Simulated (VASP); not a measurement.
# Si63B (a cell with a defect) in VASP: relaxation of the atoms with PBE

Aim: the relaxation of the atoms of Si63B (a cell with a defect) with PBE.

All numbers are computed with VASP 6.6.1; they aren't measurements. Logs are shortened: lines on timing, memory, paths and dates and some standing lists are left out, and cuts for length are marked.

**1. The structure**

The cell holds a defect, 64 atoms: a = 10.862 Å, b = 10.862 Å, c = 10.862 Å, α = 90.00°, β = 90.00°, γ = 90.00°.

The cell was built by a generator and needn't be a form met in nature.

**2. Relaxation of the atoms, PBE**

File INCAR:

```
SYSTEM = Si63B
ALGO = Normal ; EDIFF = 1E-6
EDIFFG = -0.005 ; ENCUT = 450
GGA = PE ; IBRION = 2
ISIF = 2 ; ISMEAR = 0
LASPH = .TRUE. ; LCHARG = .FALSE.
LREAL = .FALSE. ; LWAVE = .FALSE.
NELECT = 256 ; NELM = 60
NSW = 60 ; PREC = Accurate
SIGMA = 0.02
```

File KPOINTS:

```
k-points
0
G
  2 2 2
  0 0 0
```

File POSCAR:

```
Si63B
1.0
   10.8620000000      0.0000000000      0.0000000000
    0.0000000000     10.8620000000      0.0000000000
    0.0000000000      0.0000000000     10.8620000000
B Si
1 63
Direct
    0.0000000000      0.0000000000      0.0000000000
    0.0000000000      0.2500000000      0.2500000000
    0.2500000000      0.0000000000      0.2500000000
    0.2500000000      0.2500000000      0.0000000000
    0.1250000000      0.1250000000      0.1250000000
    0.1250000000      0.3750000000      0.3750000000
    0.3750000000      0.1250000000      0.3750000000
    0.3750000000      0.3750000000      0.1250000000
    0.0000000000      0.0000000000      0.5000000000
    0.0000000000      0.2500000000      0.7500000000
    0.2500000000      0.0000000000      0.7500000000
    0.2500000000      0.2500000000      0.5000000000
    0.1250000000      0.1250000000      0.6250000000
    0.1250000000      0.3750000000      0.8750000000
    0.3750000000      0.1250000000      0.8750000000
    0.3750000000      0.3750000000      0.6250000000
    0.0000000000      0.5000000000      0.0000000000
    0.0000000000      0.7500000000      0.2500000000
    0.2500000000      0.5000000000      0.2500000000
    0.2500000000      0.7500000000      0.0000000000
    0.1250000000      0.6250000000      0.1250000000
    0.1250000000      0.8750000000      0.3750000000
    0.3750000000      0.6250000000      0.3750000000
    0.3750000000      0.8750000000      0.1250000000
    0.0000000000      0.5000000000      0.5000000000
    0.0000000000      0.7500000000      0.7500000000
    0.2500000000      0.5000000000      0.7500000000
    0.2500000000      0.7500000000      0.5000000000
    0.1250000000      0.6250000000      0.6250000000
    0.1250000000      0.8750000000      0.8750000000
    0.3750000000      0.6250000000      0.8750000000
    0.3750000000      0.8750000000      0.6250000000
    0.5000000000      0.0000000000      0.0000000000
    0.5000000000      0.2500000000      0.2500000000
    0.7500000000      0.0000000000      0.2500000000
    0.7500000000      0.2500000000      0.0000000000
    0.6250000000      0.1250000000      0.1250000000
    0.6250000000      0.3750000000      0.3750000000
    0.8750000000      0.1250000000      0.3750000000
    0.8750000000      0.3750000000      0.1250000000
    0.5000000000      0.0000000000      0.5000000000
    0.5000000000      0.2500000000      0.7500000000
    0.7500000000      0.0000000000      0.7500000000
    0.7500000000      0.2500000000      0.5000000000
    0.6250000000      0.1250000000      0.6250000000
    0.6250000000      0.3750000000      0.8750000000
    0.8750000000      0.1250000000      0.8750000000
    0.8750000000      0.3750000000      0.6250000000
    0.5000000000      0.5000000000      0.0000000000
    0.5000000000      0.7500000000      0.2500000000
    0.7500000000      0.5000000000      0.2500000000
    0.7500000000      0.7500000000      0.0000000000
    0.6250000000      0.6250000000      0.1250000000
    0.6250000000      0.8750000000      0.3750000000
    0.8750000000      0.6250000000      0.3750000000
    0.8750000000      0.8750000000      0.1250000000
    0.5000000000      0.5000000000      0.5000000000
    0.5000000000      0.7500000000      0.7500000000
    0.7500000000      0.5000000000      0.7500000000
    0.7500000000      0.7500000000      0.5000000000
    0.6250000000      0.6250000000      0.6250000000
    0.6250000000      0.8750000000      0.8750000000
    0.8750000000      0.6250000000      0.8750000000
    0.8750000000      0.8750000000      0.6250000000
```

Potentials or basis: VASP PAW PBE potentials, release 64 (B, Si).

Run with:

```bash
> cat potpaw_PBE.64/B/POTCAR potpaw_PBE.64/Si/POTCAR > POTCAR
> mpirun -np 4 vasp_std > vasp.out
```

OUTCAR:

```text
SYSTEM = Si63B
   EDIFF = 1E-6
   EDIFFG = -0.005
   ENCUT = 450
   GGA = PE
   IBRION = 2
   ISIF = 2
   ISMEAR = 0
   LASPH = .TRUE.
   LREAL = .FALSE.
   NELECT = 256
   NELM = 60
   NSW = 60
   PREC = Accurate

 ion  position               nearest neighbor table
   1  0.000  0.000  0.000-   5 2.35  30 2.35  47 2.35  56 2.35
   2  0.000  0.250  0.250-   5 2.35   6 2.35  39 2.35  40 2.35
   3  0.250  0.000  0.250-   5 2.35   7 2.35  22 2.35  24 2.35
   4  0.250  0.250  0.000-   5 2.35   8 2.35  14 2.35  15 2.35
   5  0.125  0.125  0.125-   1 2.35   2 2.35   3 2.35   4 2.35
   6  0.125  0.375  0.375-   2 2.35  12 2.35  19 2.35  25 2.35
[... 56 lines left out ...]
  63  0.875  0.625  0.875-  17 2.35  26 2.35  52 2.35  59 2.35
  64  0.875  0.875  0.625-   9 2.35  26 2.35  43 2.35  60 2.35

  LATTYP: Found a simple cubic cell.
 ALAT       =    10.8620000000

  Lattice vectors:

 A1 = (  10.8620000000,   0.0000000000,   0.0000000000)
 A2 = (   0.0000000000,  10.8620000000,   0.0000000000)
 A3 = (   0.0000000000,   0.0000000000,  10.8620000000)

Analysis of symmetry for initial positions (statically):
=====================================================================
 Subroutine PRICEL returns:
 Original cell was already a primitive cell.

 Routine SETGRP: Setting up the symmetry group for a
 simple cubic supercell.

 Subroutine GETGRP returns: Found 24 space group operations
 (whereof 24 operations were pure point group operations)
 out of a pool of 48 trial point group operations.

The static configuration has the point symmetry T_d .

Analysis of symmetry for dynamics (positions and initial velocities):
=====================================================================
 Subroutine PRICEL returns:
 Original cell was already a primitive cell.

 Routine SETGRP: Setting up the symmetry group for a
 simple cubic supercell.

 Subroutine GETGRP returns: Found 24 space group operations
 (whereof 24 operations were pure point group operations)
 out of a pool of 48 trial point group operations.

The dynamic configuration has the point symmetry T_d .

 Subroutine INISYM returns: Found 24 space group operations
 (whereof 24 operations are pure point group operations),
 and found     1 'primitive' translations

----------------------------------------------------------------------------------------

                                     Primitive cell

  volume of cell :    1281.5318

  direct lattice vectors                    reciprocal lattice vectors
    10.862000000  0.000000000  0.000000000     0.092064077  0.000000000  0.000000000
     0.000000000 10.862000000  0.000000000     0.000000000  0.092064077  0.000000000
     0.000000000  0.000000000 10.862000000     0.000000000  0.000000000  0.092064077

  length of vectors
    10.862000000 10.862000000 10.862000000     0.092064077  0.092064077  0.092064077

  position of ions in fractional coordinates (direct lattice)
     0.000000000  0.000000000  0.000000000
     0.000000000  0.250000000  0.250000000
     0.250000000  0.000000000  0.250000000
     0.250000000  0.250000000  0.000000000
     0.125000000  0.125000000  0.125000000
     0.125000000  0.375000000  0.375000000
[... 56 lines left out ...]
     0.875000000  0.625000000  0.875000000
     0.875000000  0.875000000  0.625000000

  ion indices of the primitive-cell ions
   primitive index   ion index
                 1           1
                 2           2
                 3           3
                 4           4
                 5           5
                 6           6
[... 56 lines left out ...]
                63          63
                64          64

[... 21 lines left out ...]
 Subroutine IBZKPT returns following result:
 ===========================================

 Found      4 irreducible k-points:

 Following reciprocal coordinates:
            Coordinates               Weight
  0.000000  0.000000  0.000000      1.000000
  0.500000  0.000000  0.000000      3.000000
  0.500000  0.500000  0.000000      3.000000
  0.500000  0.500000  0.500000      1.000000
   k-points           NKPTS =      4   k-points in BZ     NKDIM =      4   number of bands    NBANDS=    164
   number of dos      NEDOS =    301   number of ions     NIONS =     64
   total plane-waves  NPLWV = 512000
   dimension x,y,z NGX =    80 NGY =   80 NGZ =   80
   dimension x,y,z NGXF=   160 NGYF=  160 NGZF=  160
   ions per type =               1  63
   NGX,Y,Z   is equivalent  to a cutoff of  12.24, 12.24, 12.24 a.u.
   NGXF,Y,Z  is equivalent  to a cutoff of  24.49, 24.49, 24.49 a.u.
 SYSTEM =  Si63B
   PREC   = accura    normal or accurate (medium, high low for compatibility)
   ISTART =      0    job   : 0-new  1-cont  2-samecut
   ICHARG =      2    charge: 1-file 2-atom 10-const
   ISPIN  =      1    spin polarized calculation?
   LNONCOLLINEAR =      F non collinear calculations
   LSORBIT =      F    spin-orbit coupling
   LASPH  =      T    aspherical Exc in radial PAW
   ENCUT  =  450.0 eV  33.07 Ry    5.75 a.u.  18.79 18.79 18.79*2*pi/ulx,y,z
   NELM   =     60;   NELMIN=  2; NELMDL= -5     # of ELM steps
   EDIFF  = 0.1E-05   stopping-criterion for ELM
   LREAL  =      F    real-space projection
   EDIFFG = -.5E-02   stopping-criterion for IOM
   NSW    =     60    number of steps for IOM
   IBRION =      2    ionic relax: 0-MD 1-quasi-New 2-CG
   NFREE  =      1    steps in history (QN), initial steepest desc. (CG)
   ISIF   =      2    stress and relaxation
   ISYM   =      2    0-nonsym 1-usesym 2-fastsym
   POTIM  = 0.5000    time-step for ionic-motion
   TEBEG  =    0.0;   TEEND  =   0.0 temperature during run
   PSTRESS=    0.0 pullay stress
   NELECT =     256.0000    total number of electrons
   NUPDOWN=      -1.0000    fix difference up-down
   EMIN   =  10.00;   EMAX   =-10.00  energy-range for DOS
   EFERMI =   0.00;   METHOD = LEGACY
   ISMEAR =     0;   SIGMA  =   0.02  broadening in eV -4-tet -1-fermi 0-gaus
   EFERMI_NEDOS =   21; number of points for ismear=-14 and -15
   IALGO  =     38    algorithm
   IMIX   =      4    mixing-type and parameters
     AMIX     =   0.40;   BMIX     =  1.00
     AMIX_MAG =   1.60;   BMIX_MAG =  1.00
  volume/ion in A,a.u.               =      20.02       135.13
  Fermi-wavevector in a.u.,A,eV,Ry     =   0.956999  1.808467 12.460868  0.915848
  Thomas-Fermi vector in A             =   2.085978
   LORBIT       =      0    0 simple, 1 ext, 2 COOP (PROOUT), +10 PAW based schemes
   GGA     = PE    functional components
   LHFCALC =     F    Hartree Fock is set to
   AEXX    =    0.0000 exact exchange contribution
   IVDW    =     0    specifies the selected vdW correction
   LEPSILON=     F    determine dielectric tensor
   LRPA    =     F    only Hartree local field effects (RPA)
 conjugate gradient relaxation of ions
 non-spin polarized calculation
 Gauss-broadening in eV      SIGMA  =   0.02
  energy-cutoff  :      450.00
  volume of cell :     1281.53
 maximum number of plane-waves:     27832
 NGX is ok and might be reduce to    80
   NGX = 37   NGY = 37   NGZ = 37

--------------------------------------- Ionic step        1  -------------------------------------------

 number of electron     256.0000032 magnetization

 Free energy of the ion-electron system (eV)
  ---------------------------------------------------
  ext. energy  EPLUGINS =         0.00000000
  ---------------------------------------------------
  free energy    TOTEN  =      -340.41112192 eV

  energy without entropy =     -340.41112192  energy(sigma->0) =     -340.41112192

------------------------ aborting loop because EDIFF is reached ----------------------------------------

  FORCE on cell =-STRESS in cart. coord.  units (eV):
  Direction    XX          YY          ZZ          XY          YZ          ZX
  --------------------------------------------------------------------------------------
  -------------------------------------------------------------------------------------
  Total       18.3954923     18.3954923     18.3954923     -0.0000000      0.0000000     -0.0000000
  in kB       22.9981341     22.9981341     22.9981341     -0.0000000      0.0000000     -0.0000000
  external PRESSURE =      22.9981341 kB  Pullay stress =       0.0000000 kB
[... 275 lines left out ...]
  FREE ENERGIE OF THE ION-ELECTRON SYSTEM (eV)
  ---------------------------------------------------
  free  energy   TOTEN  =      -341.5673825922 eV

  energy  without entropy=     -341.5673825922  energy(sigma->0) =     -341.56738259

[... ionic steps 4 to 11 ...]

--------------------------------------- Ionic step       12  -------------------------------------------

 number of electron     256.0000015 magnetization

------------------------ aborting loop because EDIFF is reached ----------------------------------------
[... 191 lines left out ...]
--------------------------------------- Ionic step       14  -------------------------------------------

 number of electron     256.0000015 magnetization

 Free energy of the ion-electron system (eV)
  ---------------------------------------------------
  ext. energy  EPLUGINS =         0.00000000
  ---------------------------------------------------
  free energy    TOTEN  =      -341.83359185 eV

  energy without entropy =     -341.83359185  energy(sigma->0) =     -341.83359185

 E-fermi :   5.8851     XC(G=0):  -9.4034

 val. band max:        5.7800016446   @ k =   0.0000   0.0000   0.0000
 cond. band min:       6.3691839873   @ k =   0.5000   0.0000   0.0000
 fundamental gap:      0.5891823427
 Fermi energy:         5.8850800821

 k-point     1 :       0.0000    0.0000    0.0000
  band No.  band energies     occupation
      1      -6.1770      2.00000
      2      -5.1071      2.00000
      3      -5.0949      2.00000
      4      -5.0949      2.00000
      5      -5.0935      2.00000
      6      -5.0935      2.00000
[... 561 lines left out ...]
    139       7.2878      0.00000
    140       7.2878      0.00000
 [bands above 140 left out]

------------------------ aborting loop because EDIFF is reached ----------------------------------------

  FORCE on cell =-STRESS in cart. coord.  units (eV):
  Direction    XX          YY          ZZ          XY          YZ          ZX
  --------------------------------------------------------------------------------------
  -------------------------------------------------------------------------------------
  Total       14.6780995     14.6780995     14.6780995      0.0000000      0.0000000      0.0000000
  in kB       18.3506315     18.3506315     18.3506315      0.0000000      0.0000000      0.0000000
  external PRESSURE =      18.3506315 kB  Pullay stress =       0.0000000 kB
[... 79 lines left out ...]
  FREE ENERGIE OF THE ION-ELECTRON SYSTEM (eV)
  ---------------------------------------------------
  free  energy   TOTEN  =      -341.8335918492 eV

  energy  without entropy=     -341.8335918492  energy(sigma->0) =     -341.83359185

 reached required accuracy - stopping structural energy minimisation
```

Wall time 25 min (4 MPI ranks of AMD EPYC 9R45 (Zen 5), shared host); peak memory 0.45 GiB.

Results:

- Free energy: -341.8336 eV
- Energy gained by relaxing: 22.2 meV/atom
- Ionic steps: 14
- Band gap on the k mesh: 0.59 eV, indirect (least direct gap 0.65 eV)

Forces in eV/Å, atoms in the order of the input:
```
B    0.000  0.000  0.000
Si  -0.001  0.000  0.000
Si   0.000 -0.001  0.000
Si   0.000  0.000 -0.001
Si   0.000  0.000  0.000
Si  -0.002  0.000  0.000
Si   0.000 -0.002  0.000
Si   0.000  0.000 -0.002
Si   0.000  0.000  0.000
Si   0.001  0.000  0.000
Si   0.000  0.001  0.000
Si   0.002  0.002 -0.001
Si   0.001  0.001  0.000
Si   0.001  0.000 -0.001
Si   0.000  0.001 -0.001
Si   0.001  0.001 -0.001
Si   0.000  0.000  0.000
Si   0.001  0.000  0.000
Si   0.002 -0.001  0.002
Si   0.000  0.000  0.001
Si   0.001  0.000  0.001
Si   0.001 -0.001  0.000
Si   0.001 -0.001  0.001
Si   0.000 -0.001  0.001
Si   0.000  0.000  0.000
Si  -0.001  0.000  0.000
Si   0.002  0.001 -0.002
Si   0.002 -0.002  0.001
Si  -0.002  0.000  0.000
Si   0.000  0.000  0.000
Si   0.000  0.000  0.002
Si   0.000  0.002  0.000
Si   0.000  0.000  0.000
Si  -0.001  0.002  0.002
Si   0.000  0.001  0.000
Si   0.000  0.000  0.001
Si   0.000  0.001  0.001
Si  -0.001  0.001  0.001
Si  -0.001  0.001  0.000
Si  -0.001  0.000  0.001
Si   0.000  0.000  0.000
Si   0.001  0.002 -0.002
Si   0.000 -0.001  0.000
Si  -0.002  0.002  0.001
Si   0.000 -0.002  0.000
Si   0.000  0.000  0.002
Si   0.000  0.000  0.000
Si   0.002  0.000  0.000
Si   0.000  0.000  0.000
Si   0.001 -0.002  0.002
Si  -0.002  0.001  0.002
Si   0.000  0.000 -0.001
Si   0.000  0.000 -0.002
Si   0.000  0.002  0.000
Si   0.002  0.000  0.000
Si   0.000  0.000  0.000
Si   0.000  0.000  0.000
Si  -0.001 -0.002 -0.002
Si  -0.002 -0.001 -0.002
Si  -0.002 -0.002 -0.001
Si  -0.001 -0.001 -0.001
Si   0.000 -0.001 -0.001
Si  -0.001  0.000 -0.001
Si  -0.001 -0.001  0.000
```

Step by step:
```csv
step,energy change (eV),largest force (eV/Å),pressure (GPa)
1,0.0000,2.2250,2.30
2,-0.8003,1.3568,2.09
3,-1.1563,0.6219,1.92
4,-1.3514,0.2343,1.86
5,-1.3605,0.2853,1.85
6,-1.4147,0.0753,1.84
7,-1.4157,0.0656,1.84
8,-1.4210,0.0255,1.84
9,-1.4214,0.0465,1.84
10,-1.4222,0.0177,1.84
11,-1.4223,0.0139,1.83
12,-1.4224,0.0097,1.83
13,-1.4224,0.0079,1.83
14,-1.4225,0.0024,1.84
```

Final structure:
```
CELL_PARAMETERS angstrom
10.86200 0.00000 0.00000
0.00000 10.86200 0.00000
0.00000 0.00000 10.86200
ATOMIC_POSITIONS crystal
B 0.00000 0.00000 0.00000
Si 0.00159 0.24539 0.24539
Si 0.24539 0.00159 0.24539
Si 0.24539 0.24539 0.00159
Si 0.11061 0.11061 0.11061
Si 0.12439 0.37310 0.37310
Si 0.37310 0.12439 0.37310
Si 0.37310 0.37310 0.12439
Si 0.00000 0.00000 0.50000
Si 0.99841 0.24539 0.75461
Si 0.24539 0.99841 0.75461
Si 0.24965 0.24965 0.49987
Si 0.12497 0.12497 0.62607
Si 0.12497 0.37393 0.87503
Si 0.37393 0.12497 0.87503
Si 0.37490 0.37490 0.62510
Si 0.00000 0.50000 0.00000
Si 0.99841 0.75461 0.24539
Si 0.24965 0.49987 0.24965
Si 0.24539 0.75461 0.99841
Si 0.12497 0.62607 0.12497
Si 0.12497 0.87503 0.37393
Si 0.37490 0.62510 0.37490
Si 0.37393 0.87503 0.12497
Si 0.00000 0.50000 0.50000
Si 0.00159 0.75461 0.75461
Si 0.24965 0.50013 0.75035
Si 0.24965 0.75035 0.50013
Si 0.12439 0.62690 0.62690
Si 0.11061 0.88939 0.88939
Si 0.37310 0.62690 0.87561
Si 0.37310 0.87561 0.62690
Si 0.50000 0.00000 0.00000
Si 0.49987 0.24965 0.24965
Si 0.75461 0.99841 0.24539
Si 0.75461 0.24539 0.99841
Si 0.62607 0.12497 0.12497
Si 0.62510 0.37490 0.37490
Si 0.87503 0.12497 0.37393
Si 0.87503 0.37393 0.12497
Si 0.50000 0.00000 0.50000
Si 0.50013 0.24965 0.75035
Si 0.75461 0.00159 0.75461
Si 0.75035 0.24965 0.50013
Si 0.62690 0.12439 0.62690
Si 0.62690 0.37310 0.87561
Si 0.88939 0.11061 0.88939
Si 0.87561 0.37310 0.62690
Si 0.50000 0.50000 0.00000
Si 0.50013 0.75035 0.24965
Si 0.75035 0.50013 0.24965
Si 0.75461 0.75461 0.00159
Si 0.62690 0.62690 0.12439
Si 0.62690 0.87561 0.37310
Si 0.87561 0.62690 0.37310
Si 0.88939 0.88939 0.11061
Si 0.50000 0.50000 0.50000
Si 0.49987 0.75035 0.75035
Si 0.75035 0.49987 0.75035
Si 0.75035 0.75035 0.49987
Si 0.62510 0.62510 0.62510
Si 0.62607 0.87503 0.87503
Si 0.87503 0.62607 0.87503
Si 0.87503 0.87503 0.62607
```

Caveat: the cell carries a net charge on a neutralising background, which shifts energy and pressure; the cell is charged against a uniform background, so pressure and absolute levels hang on convention. Expect the measured gap to be larger: semilocal functionals such as PBE lack the derivative discontinuity.
